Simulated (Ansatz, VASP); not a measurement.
La2LuN3: VASP beside Ansatz

```
CELL_PARAMETERS angstrom
3.55927 0.00000 0.00000
0.00000 3.55927 0.00000
0.00000 0.00000 9.85083
ATOMIC_POSITIONS crystal
La 0.50000 0.50000 0.25326
La 0.50000 0.50000 0.74674
Lu 0.00000 0.00000 0.00000
N 0.00000 0.00000 0.77015
N 0.00000 0.00000 0.22985
N 0.50000 0.50000 0.00000
```

Alike in both runs: functional PBE; k mesh 6 × 6 × 2; occupations gaussian, width 0.1 eV; no spin polarisation.

Ansatz relaxed the structure, and its values are those at the end. VASP's run is a single point on that final structure, the one shown.

|  | VASP | Ansatz |
| --- | --- | --- |
| version | VASP 6.6.1 | Ansatz 0.2.0 |
| potentials or method | VASP PAW PBE potentials, release 64 (La, Lu, N) | scalar-relativistic, plane waves, PAW |
| plane-wave cutoff (eV) | 520 | 420 |
| valence electrons in the cell | 62 | 62 |

|  | VASP | Ansatz | Ansatz less VASP |
| --- | --- | --- | --- |
| gap on the k mesh at the Fermi level (eV) | none | none | - |
| pressure (GPa) | 0.1 | 0.1 | -0.05 |
| rms of the force components (eV/Å) | 0.029 | 0.010 | -0.0197 |

A gap of «none» marks a metal or a gap that the smearing closes.

The runs have no spin-orbit coupling, so splittings on La, Lu are missing.
